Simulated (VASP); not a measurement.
```
CELL_PARAMETERS angstrom
      1.80351    -7.21642     0.00000
      1.80351     7.21642     0.00000
      0.00000     0.00000     3.60884
ATOMIC_POSITIONS crystal
  Hf 0.89426 0.10574 0.25000
  Hf 0.10574 0.89426 0.75000
  Si 0.25021 0.74979 0.25000
  Si 0.74979 0.25021 0.75000
  Si 0.44717 0.55283 0.75000
  Si 0.55283 0.44717 0.25000
```

These are PBE GGA, VASP's PBE PAW potentials (set 64) (plane waves; VASP 6.6.1) values and carry that method's errors. Settings: 300 eV cut-off, 7×7×7 Γ-centred mesh, Fermi-Dirac smearing of 0.14 eV, potentials Hf_pv Si.

Q: Give the energies of bands 9 to 21 at the high-symmetry points, in eV from the Fermi level.

A: 
| band | Γ | Y | C0 | Z | A0 | T | S | R |
|---|---|---|---|---|---|---|---|---|
| 9 | -8.69 | -7.24 | -9.30 | -8.75 | -7.58 | -9.29 | -9.47 | -7.53 |
| 10 | -3.81 | -5.44 | -6.65 | -8.75 | -7.58 | -9.29 | -6.71 | -7.53 |
| 11 | -3.31 | -3.54 | -5.35 | -5.44 | -6.28 | -4.24 | -5.11 | -6.28 |
| 12 | -3.24 | -3.23 | -4.42 | -5.44 | -6.28 | -4.24 | -4.83 | -6.28 |
| 13 | -2.92 | -3.04 | -3.62 | -2.51 | -4.19 | -3.31 | -3.63 | -4.29 |
| 14 | -2.61 | -2.96 | -3.22 | -2.51 | -4.19 | -3.31 | -2.75 | -4.29 |
| 15 | -2.60 | -2.89 | -1.72 | -2.03 | -3.57 | -2.26 | -2.04 | -3.58 |
| 16 | -2.60 | -2.05 | -1.64 | -2.03 | -3.57 | -2.26 | -1.61 | -3.58 |
| 17 | -2.55 | -1.65 | -1.01 | 0.01 | -2.40 | -0.92 | -0.93 | -2.40 |
| 18 | 0.05 | 0.54 | -0.67 | 0.01 | -2.40 | -0.92 | -0.52 | -2.40 |
| 19 | 1.15 | 1.34 | -0.10 | 0.06 | 1.71 | 0.11 | -0.42 | 2.02 |
| 20 | 1.46 | 1.44 | 0.97 | 0.06 | 1.71 | 0.11 | 0.94 | 2.02 |
| 21 | 1.72 | 1.66 | 1.13 | 1.73 | 3.33 | 2.56 | 0.94 | 3.01 |

It has no gap at this level: it comes out as a metal or semimetal.

The structure comes from a computed database's HfSi2 entry (Cmcm); how it stands against other phases isn't given here. The cell was not relaxed at this level.
